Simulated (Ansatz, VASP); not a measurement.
## TiP4O12 (TiP4O12 (Pbcn)): VASP beside Ansatz

One calculation is typed for both programs; each brings its own data sets. How far apart do they land? The structure shown is the start of the Ansatz relaxation below; VASP solves that cell, so the two are compared at the walk's first step.

Main program and level: Ansatz 0.2.0; plane waves, with VASP 6.6.1 beside it; single point at PBEsol.

## (1) Starting point

The cell holds 68 atoms: 4 Ti, 16 P and 48 O. Its edges and angles: a = 12.996 Å, b = 8.332 Å, c = 9.303 Å, α = 90.0°, β = 90.0°, γ = 90.0°.

## (2) Ansatz: relaxation, PBEsol

Ansatz runs on its default PAW (the set named soft_2) files.

The two programs are compared at the cell with which this relaxation starts, whose forces are those of its first step.

Input file input.yaml:

```yaml
crystal:
  lattice:
    - [12.995855, 0.0, 0.0]
    - [0.0, 8.33177, 0.0]
    - [0.0, 0.0, 9.303445]
  atoms:
    - { symbol: Ti, position: [0.0, 0.348121, 0.75] }
    - { symbol: Ti, position: [0.0, 0.651879, 0.25] }
    - { symbol: Ti, position: [0.5, 0.151879, 0.25] }
    - { symbol: Ti, position: [0.5, 0.848121, 0.75] }
    - { symbol: P, position: [0.14728, 0.181209, 0.506082] }
    - { symbol: P, position: [0.14728, 0.818791, 0.006082] }
    - { symbol: P, position: [0.148257, 0.462949, 0.017718] }
    - { symbol: P, position: [0.148257, 0.537051, 0.517718] }
    - { symbol: P, position: [0.351743, 0.037051, 0.517718] }
    - { symbol: P, position: [0.351743, 0.962949, 0.017718] }
    - { symbol: P, position: [0.35272, 0.318791, 0.006082] }
    - { symbol: P, position: [0.35272, 0.681209, 0.506082] }
    - { symbol: P, position: [0.64728, 0.318791, 0.493918] }
    - { symbol: P, position: [0.64728, 0.681209, 0.993918] }
    - { symbol: P, position: [0.648257, 0.037051, 0.982282] }
    - { symbol: P, position: [0.648257, 0.962949, 0.482282] }
    - { symbol: P, position: [0.851743, 0.462949, 0.482282] }
    - { symbol: P, position: [0.851743, 0.537051, 0.982282] }
    - { symbol: P, position: [0.85272, 0.181209, 0.993918] }
    - { symbol: P, position: [0.85272, 0.818791, 0.493918] }
    - { symbol: O, position: [0.07328, 0.200782, 0.63457] }
    - { symbol: O, position: [0.07328, 0.799218, 0.13457] }
    - { symbol: O, position: [0.069424, 0.475927, 0.136671] }
    - { symbol: O, position: [0.069424, 0.524073, 0.636671] }
    - { symbol: O, position: [0.117631, 0.088174, 0.379732] }
    - { symbol: O, position: [0.117631, 0.911826, 0.879732] }
    - { symbol: O, position: [0.115631, 0.365541, 0.887863] }
    - { symbol: O, position: [0.115631, 0.634459, 0.387863] }
    - { symbol: O, position: [0.182821, 0.363686, 0.464941] }
    - { symbol: O, position: [0.182821, 0.636314, 0.964941] }
    - { symbol: O, position: [0.251794, 0.116652, 0.584684] }
    - { symbol: O, position: [0.251794, 0.883348, 0.084684] }
    - { symbol: O, position: [0.248206, 0.383348, 0.084684] }
    - { symbol: O, position: [0.248206, 0.616652, 0.584684] }
    - { symbol: O, position: [0.317179, 0.136314, 0.964941] }
    - { symbol: O, position: [0.317179, 0.863686, 0.464941] }
    - { symbol: O, position: [0.384369, 0.134459, 0.387863] }
    - { symbol: O, position: [0.384369, 0.865541, 0.887863] }
    - { symbol: O, position: [0.382369, 0.411826, 0.879732] }
    - { symbol: O, position: [0.382369, 0.588174, 0.379732] }
    - { symbol: O, position: [0.430576, 0.024073, 0.636671] }
    - { symbol: O, position: [0.430576, 0.975927, 0.136671] }
    - { symbol: O, position: [0.42672, 0.299218, 0.13457] }
    - { symbol: O, position: [0.42672, 0.700782, 0.63457] }
    - { symbol: O, position: [0.57328, 0.299218, 0.36543] }
    - { symbol: O, position: [0.57328, 0.700782, 0.86543] }
    - { symbol: O, position: [0.569424, 0.024073, 0.863329] }
    - { symbol: O, position: [0.569424, 0.975927, 0.363329] }
    - { symbol: O, position: [0.617631, 0.411826, 0.620268] }
    - { symbol: O, position: [0.617631, 0.588174, 0.120268] }
    - { symbol: O, position: [0.615631, 0.134459, 0.112137] }
    - { symbol: O, position: [0.615631, 0.865541, 0.612137] }
    - { symbol: O, position: [0.682821, 0.136314, 0.535059] }
    - { symbol: O, position: [0.682821, 0.863686, 0.035059] }
    - { symbol: O, position: [0.751794, 0.383348, 0.415316] }
    - { symbol: O, position: [0.751794, 0.616652, 0.915316] }
    - { symbol: O, position: [0.748206, 0.116652, 0.915316] }
    - { symbol: O, position: [0.748206, 0.883348, 0.415316] }
    - { symbol: O, position: [0.817179, 0.363686, 0.035059] }
    - { symbol: O, position: [0.817179, 0.636314, 0.535059] }
    - { symbol: O, position: [0.884369, 0.365541, 0.612137] }
    - { symbol: O, position: [0.884369, 0.634459, 0.112137] }
    - { symbol: O, position: [0.882369, 0.088174, 0.120268] }
    - { symbol: O, position: [0.882369, 0.911826, 0.620268] }
    - { symbol: O, position: [0.930576, 0.475927, 0.363329] }
    - { symbol: O, position: [0.930576, 0.524073, 0.863329] }
    - { symbol: O, position: [0.92672, 0.200782, 0.86543] }
    - { symbol: O, position: [0.92672, 0.799218, 0.36543] }
basis:
  ecutwfc: 420
  xc_grid: 2
hamiltonian:
  xc: pbesol
kpoints:
  mp_grid: { grid: [2, 4, 3] }
scf:
  occupations: { method: fermi_dirac, width: 0.01 }
  max_iter: 150
output:
  forces: true
  stress: true
relax:
  f_tol: 0.01
  max_steps: 60
  cell: {}
checkpoint:
  write: "../pbesol.run"
  compress: false
  write_wavefunctions: false
  write_every: 100000
```

Started as:

```sh
ansatz run input.yaml --threads 4 --pin off --max-ram 14131MiB --backend cpu --events-out ev --progress --plain --runs-dir out
```

Numbers of over 12 decimals in the logs are rounded to 6 here.

The program printed:

```text
Engine: ansatz 0.2.0, aarch64-unknown-linux-gnu
Pseudopotentials: kind: paw
Pseudopotential: Ti, paw, valence charge 12, recommended cutoff 420 eV (normal), Ti.paw.azcp
Pseudopotential: P, paw, valence charge 5, recommended cutoff 420 eV (normal), P.paw.azcp
Pseudopotential: O, paw, valence charge 6, recommended cutoff 420 eV (normal), O.paw.azcp
Functional definition: PBEsol
  exchange = pbesol_x
  correlation = pbesol_c
Crystal: 68 atoms, lattice volume = 1007.363 Å³
Basis set: ecut = 420 eV, 19719 PW (Γ), exchange–correlation on 180×120×128 points (8 copies of the dense FFT grid, shifted against one another)
Bands: 276, of which v1, the nominal top of the filled ones, is band 208 counted from 1 (207 counted from 0)
Symmetry: 8 space group operations
Space group: Pbcn (ITA 60), of the structure as read, at distance tolerance 1.0e-4 Å
k-points: 12 of 24
Non-local potential: Ti, projectors of the file, l = 0: 3, l = 1: 2, l = 2: 3, l = 3: 1
Non-local potential: P, projectors of the file, l = 0: 2, l = 1: 2, l = 2: 2
Non-local potential: O, projectors of the file, l = 0: 2, l = 1: 2, l = 2: 1
PAW form: soft (Blöchl's): semilocal exchange-correlation on the pseudo side does not see the compensation charge
PAW frozen core: Ti, regenerated for the run's functional, and the local potential with it (the file was generated under x = pbe(κ = 0.804, μ = 0.219515), c = pbe(β = 0.066725))
PAW frozen core: P, regenerated for the run's functional, and the local potential with it (the file was generated under x = pbe(κ = 0.804, μ = 0.219515), c = pbe(β = 0.066725))
PAW frozen core: O, regenerated for the run's functional, and the local potential with it (the file was generated under x = pbe(κ = 0.804, μ = 0.219515), c = pbe(β = 0.066725))
PAW one-centre angular grid: Ti, 590 points (default); XC on 64 Gauss nodes
PAW one-centre angular grid: P, 110 points (default); XC on 64 Gauss nodes
PAW one-centre angular grid: O, 110 points (default); XC on 64 Gauss nodes
Initial density: superposition of atomic densities (neutral atoms: chi_scale 0, normalization atom), corrected by the library's trained network
Initial wavefunctions: pseudopotential atomic-orbital guess
Functional: x = pbesol(κ = 0.804, μ = 0.123457), c = pbesol(β = 0.046)
SCF iter   1: F=—  HF=-48692.575975 eV  |F-HF|=—  |Δ(HF+E_count)|=         —  Δρ=1.34e-2  dr2=1.61e0  ethr=1.77e-3  ⟨swp⟩=7.1  Hψ=16746  notcnv=0  defer=494
preconditioner: auto → Resta (q_TF=auto, 2.354 Å⁻¹)  ε∞=3.5  [insulator: Δε(μ)=2.718 eV  Ē_g=14.615 eV  σ=0.010 eV  W_gap=1.00  n_scr=212 (ndim 8)  ℏωp=22.9 eV  f_vac=0.272  D(μ)=0.00/eV (n_scr^D=0)  ε∞_Penn≈3.5]
SCF iter   2: F=—  HF=-48692.310535 eV  |F-HF|=—  |Δ(HF+E_count)|=   2.65e-1  Δρ=6.49e-3  dr2=4.79e-1  ethr=3.86e-4  ⟨swp⟩=3.0  Hψ=5640  notcnv=0  defer=672
SCF iter   3: F=—  HF=-48692.226003 eV  |F-HF|=—  |Δ(HF+E_count)|=   8.45e-2  Δρ=1.64e-3  dr2=2.47e-2  ethr=1.15e-4  ⟨swp⟩=3.0  Hψ=5241  notcnv=0  defer=672
SCF iter   4: F=—  HF=-48692.224781 eV  |F-HF|=—  |Δ(HF+E_count)|=   1.22e-3  Δρ=6.66e-4  dr2=4.59e-3  ethr=5.93e-6  ⟨swp⟩=2.8  Hψ=4653  notcnv=0  defer=672
SCF iter   5: F=—  HF=-48692.225423 eV  |F-HF|=—  |Δ(HF+E_count)|=   6.42e-4  Δρ=2.82e-4  dr2=9.03e-4  ethr=1.10e-6  ⟨swp⟩=2.0  Hψ=4419  notcnv=0  defer=672
SCF iter   6: F=—  HF=-48692.225405 eV  |F-HF|=—  |Δ(HF+E_count)|=   1.76e-5  Δρ=9.43e-5  dr2=1.26e-4  ethr=2.17e-7  ⟨swp⟩=2.0  Hψ=4644  notcnv=0  defer=672
SCF iter   7: F=—  HF=-48692.225508 eV  |F-HF|=—  |Δ(HF+E_count)|=   1.03e-4  Δρ=4.10e-5  dr2=1.99e-5  ethr=3.02e-8  ⟨swp⟩=2.0  Hψ=4176  notcnv=0  defer=672
SCF iter   8: F=—  HF=-48692.226398 eV  |F-HF|=—  |Δ(HF+E_count)|=   8.91e-4  Δρ=2.03e-5  dr2=3.71e-6  ethr=4.78e-9  ⟨swp⟩=2.0  Hψ=4812  notcnv=0  defer=672
SCF iter   9: F=—  HF=-48692.226400 eV  |F-HF|=—  |Δ(HF+E_count)|=   2.02e-6  Δρ=6.10e-6  dr2=5.33e-7  ethr=8.93e-10  ⟨swp⟩=2.0  Hψ=4653  notcnv=0  defer=672
SCF iter  10: F=-48692.226401 eV  HF=-48692.226401 eV  |F-HF|=1.30e-8  |Δ(HF+E_count)|=   4.03e-7  Δρ=3.11e-6  dr2=9.61e-8  ethr=2.40e-11  ⟨swp⟩=5.0  Hψ=10246  notcnv=0
SCF 1 converged in 10 iterations: F = -48692.226401 eV  dr2 = 9.61e-8
  greatest PAW one-centre occupation: 0.999 electrons in one spin orbital (limit 2), on the Ti atom at site 1 (counted from 0), in its partial waves of l = 0
relax step   1: F+E_penalty+E_count = -48692.22640086 eV  Δ(F+E_penalty+E_count) = +0.000e0 eV  max|allowed force component| = 2.403e-1 eV/Å  Δτ_max = 0.0000 Å  P = -2.342 GPa  Ω = 1007.363 Å³  (10 SCF iters, dr2 threshold 1.00e-7 eV, accepted)
Crystal: 68 atoms, lattice volume = 995.145 Å³
Basis set: ecut = 420 eV, 19403 PW (Γ), exchange–correlation on 180×120×128 points (8 copies of the dense FFT grid, shifted against one another)
Initial density: handed on by an earlier stage of this run
Initial wavefunctions: those handed on with the density
[...]
atom  20  P      0.00357723    -0.00107956    -0.00537810
  atom  21  O      0.00102487     0.00102615    -0.00046091
  atom  22  O      0.00102487    -0.00102615    -0.00046091
  atom  23  O     -0.00091650     0.00059524    -0.00105177
  atom  24  O     -0.00091650    -0.00059524    -0.00105177
  atom  25  O      0.00174928    -0.00210624    -0.00361525
  atom  26  O      0.00174928     0.00210624    -0.00361525
  atom  27  O     -0.00016428     0.00064637     0.00211542
  atom  28  O     -0.00016428    -0.00064637     0.00211542
  atom  29  O     -0.00081861     0.00076867    -0.00060650
  atom  30  O     -0.00081861    -0.00076867    -0.00060650
  atom  31  O      0.00212162    -0.00088753    -0.00144075
  atom  32  O      0.00212162     0.00088753    -0.00144075
  atom  33  O     -0.00212162     0.00088753    -0.00144075
  atom  34  O     -0.00212162    -0.00088753    -0.00144075
  atom  35  O      0.00081861    -0.00076867    -0.00060650
  atom  36  O      0.00081861     0.00076867    -0.00060650
  atom  37  O      0.00016428    -0.00064637     0.00211542
  atom  38  O      0.00016428     0.00064637     0.00211542
  atom  39  O     -0.00174928     0.00210624    -0.00361525
  atom  40  O     -0.00174928    -0.00210624    -0.00361525
  atom  41  O      0.00091650    -0.00059524    -0.00105177
  atom  42  O      0.00091650     0.00059524    -0.00105177
  atom  43  O     -0.00102487    -0.00102615    -0.00046091
[...]
atom  61  O      0.00016428     0.00064637    -0.00211542
  atom  62  O      0.00016428    -0.00064637    -0.00211542
  atom  63  O     -0.00174928    -0.00210624     0.00361525
  atom  64  O     -0.00174928     0.00210624     0.00361525
  atom  65  O      0.00091650     0.00059524     0.00105177
  atom  66  O      0.00091650    -0.00059524     0.00105177
  atom  67  O     -0.00102487     0.00102615     0.00046091
  atom  68  O     -0.00102487    -0.00102615     0.00046091
  max |Σ_I F_I| component: 1.30e-18 eV/Å
--- Stress (GPa, compression-positive) ---
        0.001209       0.000000       0.000000
        0.000000      -0.037660      -0.000000
        0.000000      -0.000000      -0.026630
  P = ⅓ Tr σ = -0.0210 GPa (-0.210 kbar)
--- Relaxed structure (14 steps of the walk, 13 accepted, 2 SCFs on fresh bases) ---
  F+E_penalty+E_count = -48692.44053695 eV   max|allowed force component| = 5.378e-3 eV/Å   (the final SCF, on the basis selected at the relaxed cell)
  cell:  # Å, volume = 987.1825 Å³
    - [12.990149, 0, 0]
    - [0, 8.270591, -9.108141436757154e-18]
    - [0, -1.0170359108459687e-17, 9.188545]
  atoms:
    - { symbol: Ti, position: [0, 0.346655, 0.750000] }
    - { symbol: Ti, position: [0, 0.653345, 0.25] }
    - { symbol: Ti, position: [0.5, 0.153345, 0.25] }
    - { symbol: Ti, position: [0.5, 0.846655, 0.750000] }
    - { symbol: P, position: [0.152331, 0.186308, 0.508138] }
    - { symbol: P, position: [0.152331, 0.813692, 0.00813847] }
    - { symbol: P, position: [0.146423, 0.457463, 0.020806] }
    - { symbol: P, position: [0.146423, 0.542537, 0.520806] }
    - { symbol: P, position: [0.353577, 0.042537, 0.520806] }
    - { symbol: P, position: [0.353577, 0.957463, 0.020806] }
    - { symbol: P, position: [0.347669, 0.313692, 0.00813847] }
    - { symbol: P, position: [0.347669, 0.686308, 0.508138] }
    - { symbol: P, position: [0.652331, 0.313692, 0.491862] }
    - { symbol: P, position: [0.652331, 0.686308, 0.991862] }
    - { symbol: P, position: [0.646423, 0.042537, 0.979194] }
    - { symbol: P, position: [0.646423, 0.957463, 0.479194] }
    - { symbol: P, position: [0.853577, 0.457463, 0.479194] }
    - { symbol: P, position: [0.853577, 0.542537, 0.979194] }
    - { symbol: P, position: [0.847669, 0.186308, 0.991862] }
    - { symbol: P, position: [0.847669, 0.813692, 0.491862] }
    - { symbol: O, position: [0.075273, 0.202418, 0.634451] }
    - { symbol: O, position: [0.075273, 0.797582, 0.134451] }
    - { symbol: O, position: [0.066736, 0.474916, 0.139099] }
    - { symbol: O, position: [0.066736, 0.525084, 0.639099] }
    - { symbol: O, position: [0.127797, 0.090523, 0.379766] }
    - { symbol: O, position: [0.127797, 0.909477, 0.879766] }
    - { symbol: O, position: [0.113584, 0.360096, 0.889523] }
    - { symbol: O, position: [0.113584, 0.639904, 0.389523] }
    - { symbol: O, position: [0.184528, 0.370706, 0.467063] }
    - { symbol: O, position: [0.184528, 0.629294, 0.967063] }
    - { symbol: O, position: [0.256350, 0.126981, 0.591373] }
    - { symbol: O, position: [0.256350, 0.873019, 0.091373] }
    - { symbol: O, position: [0.243650, 0.373019, 0.091373] }
    - { symbol: O, position: [0.243650, 0.626981, 0.591373] }
    - { symbol: O, position: [0.315472, 0.129294, 0.967063] }
    - { symbol: O, position: [0.315472, 0.870706, 0.467063] }
    - { symbol: O, position: [0.386416, 0.139904, 0.389523] }
    - { symbol: O, position: [0.386416, 0.860096, 0.889523] }
    - { symbol: O, position: [0.372203, 0.409477, 0.879766] }
    - { symbol: O, position: [0.372203, 0.590523, 0.379766] }
    - { symbol: O, position: [0.433264, 0.025084, 0.639099] }
    - { symbol: O, position: [0.433264, 0.974916, 0.139099] }
    - { symbol: O, position: [0.424727, 0.297582, 0.134451] }
    - { symbol: O, position: [0.424727, 0.702418, 0.634451] }
[...]
- { symbol: O, position: [0.886416, 0.360096, 0.610477] }
    - { symbol: O, position: [0.886416, 0.639904, 0.110477] }
    - { symbol: O, position: [0.872203, 0.090523, 0.120234] }
    - { symbol: O, position: [0.872203, 0.909477, 0.620234] }
    - { symbol: O, position: [0.933264, 0.474916, 0.360901] }
    - { symbol: O, position: [0.933264, 0.525084, 0.860901] }
    - { symbol: O, position: [0.924727, 0.202418, 0.865549] }
    - { symbol: O, position: [0.924727, 0.797582, 0.365549] }
```

(Part 1 of 2 ends here.)

[Lines on the potential files, build, host, timing and source positions are cut from VASP's logs without a mark.]

[Logs are printed without paths, hosts, clocks, repeated set-up lines and the standing remarks that a program may print on its own settings, such as how far it seeks lower states.]

[Hosts, paths, dates, database ids (printed as entryN), source tags and the programs' standing remarks are cut or masked in the printed files.]
